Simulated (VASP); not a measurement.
Method: PBE GGA with D3 dispersion (zero damping), VASP's PBE PAW potentials (set 64) (plane waves; VASP 6.6.1).

VASP ran on this input.

INCAR:
```
LREAL = .False.
ISMEAR = 0   ! Gaussian
IBRION = 2   ! conjugate gradients
ISIF = 3
SYSTEM = MgS
NSW = 60
GGA = PE   ! PBE
IVDW = 11   ! D3, zero damping
LCHARG = .False.
NELM = 100   ! most electronic steps
SIGMA = 0.05
ALGO = Normal
LWAVE = .False.
ENCUT = 520   ! plane-wave cut-off (eV)
PREC = Accurate
LASPH = .True.   ! aspherical one-centre terms
EDIFF = 1E-6
EDIFFG = -0.01   ! ionic stop
```

POSCAR:
```
MgS
1.0
  0.0000000000   2.6000000000   2.6000000000
  2.6000000000   0.0000000000   2.6000000000
  2.6000000000   2.6000000000   0.0000000000
Mg S
1 1
direct
  0.0000000000   0.0000000000   0.0000000000
  0.5000000000   0.5000000000   0.5000000000
```

KPOINTS:
```
Automatic
0
gamma
8 8 8
```

POTCAR, in this order: Mg S (PBE.64 set). Program: vasp_std.

The run wrote:

### OSZICAR
```
       N       E                     dE             d eps       ncg     rms          rms(c)
DAV:   1     0.235925294855E+02    0.23593E+02   -0.37977E+03   488   0.820E+02
DAV:   2    -0.791215905206E+01   -0.31505E+02   -0.30394E+02   632   0.109E+02
DAV:   3    -0.890239293346E+01   -0.99023E+00   -0.99023E+00   584   0.263E+01
DAV:   4    -0.890624030164E+01   -0.38474E-02   -0.38474E-02   728   0.191E+00
DAV:   5    -0.890624968006E+01   -0.93784E-05   -0.93784E-05   600   0.666E-02    0.442E+00
DAV:   6    -0.854234672894E+01    0.36390E+00   -0.93676E-01   504   0.481E+00    0.348E+00
DAV:   7    -0.850153143479E+01    0.40815E-01   -0.23726E-01   608   0.260E+00    0.231E+00
DAV:   8    -0.850161180570E+01   -0.80371E-04   -0.13259E-02   552   0.976E-01    0.891E-01
DAV:   9    -0.850143452764E+01    0.17728E-03   -0.53115E-04   568   0.189E-01    0.273E-01
DAV:  10    -0.850147344345E+01   -0.38916E-04   -0.14386E-04   648   0.794E-02    0.148E-02
DAV:  11    -0.850147083623E+01    0.26072E-05   -0.21295E-05   544   0.240E-02    0.988E-03
DAV:  12    -0.850147085202E+01   -0.15783E-07   -0.40015E-07   296   0.562E-03
   1 F= -.89624278E+01 E0= -.89624278E+01  d E =-.896243E+01
       N       E                     dE             d eps       ncg     rms          rms(c)
DAV:   1    -0.850089818388E+01    0.57265E-03   -0.35354E-02   528   0.123E+00    0.333E-01
DAV:   2    -0.849938829075E+01    0.15099E-02   -0.43013E-03   480   0.353E-01    0.108E-01
DAV:   3    -0.849922178594E+01    0.16650E-03   -0.93861E-04   504   0.170E-01    0.750E-02
DAV:   4    -0.849922129664E+01    0.48930E-06   -0.67751E-06   592   0.230E-02
   2 F= -.89627520E+01 E0= -.89627520E+01  d E =-.324213E-03
       N       E                     dE             d eps       ncg     rms          rms(c)
DAV:   1    -0.849978726754E+01   -0.56548E-03   -0.12811E-03   512   0.237E-01    0.550E-02
DAV:   2    -0.849973379875E+01    0.53469E-04   -0.15413E-04   504   0.671E-02    0.173E-02
DAV:   3    -0.849972675479E+01    0.70440E-05   -0.32683E-05   528   0.319E-02    0.171E-02
DAV:   4    -0.849972637805E+01    0.37674E-06   -0.20886E-07   248   0.431E-03
   3 F= -.89627738E+01 E0= -.89627738E+01  d E =-.345976E-03
```

### OUTCAR
```
------------------------ aborting loop because EDIFF is reached ----------------------------------------
 Edisp (eV)   -0.46305
  FORCE on cell =-STRESS in cart. coord.  units (eV):
  Direction    XX          YY          ZZ          XY          YZ          ZX
  --------------------------------------------------------------------------------------
  Total       0.00171     0.00171     0.00171    -0.00000    -0.00000     0.00000
  in kB       0.07849     0.07849     0.07849    -0.00000    -0.00000     0.00000
  external pressure =        0.08 kB  Pullay stress =        0.00 kB
  volume of cell :       34.93
      direct lattice vectors                 reciprocal lattice vectors
    -0.000000000  2.594524200  2.594524200    -0.192713562  0.192713562  0.192713562
     2.594524200 -0.000000000  2.594524200     0.192713562 -0.192713562  0.192713562
     2.594524200  2.594524200 -0.000000000     0.192713562  0.192713562 -0.192713562
 POSITION                                       TOTAL-FORCE (eV/Angst)
 -----------------------------------------------------------------------------------
      0.00000      0.00000      0.00000        -0.000000     -0.000000     -0.000000
      2.59452      2.59452      2.59452         0.000000      0.000000      0.000000
 -----------------------------------------------------------------------------------
    total drift:                                0.000000      0.000000      0.000000
  FREE ENERGIE OF THE ION-ELECTRON SYSTEM (eV)
  ---------------------------------------------------
  free  energy   TOTEN  =        -8.9627737564 eV

  energy  without entropy=       -8.9627737564  energy(sigma->0) =       -8.96277376

 reached required accuracy - stopping structural energy minimisation
```
(Selected blocks of OUTCAR.)

File CONTCAR:
```
MgS
   1.00000000000000
    -0.0000000000000000    2.5945241995430486    2.5945241995430486
     2.5945241995430486   -0.0000000000000000    2.5945241995430486
     2.5945241995430486    2.5945241995430486   -0.0000000000000000
  Mg              S
     1     1
Direct
     0.0000000000000000    0.0000000000000000    0.0000000000000000
     0.5000000000000000    0.5000000000000000    0.5000000000000000
```

The compound is MgS in the rock salt structure. This run relaxes it. Symmetry was kept, so distortions that lower it aren't found.
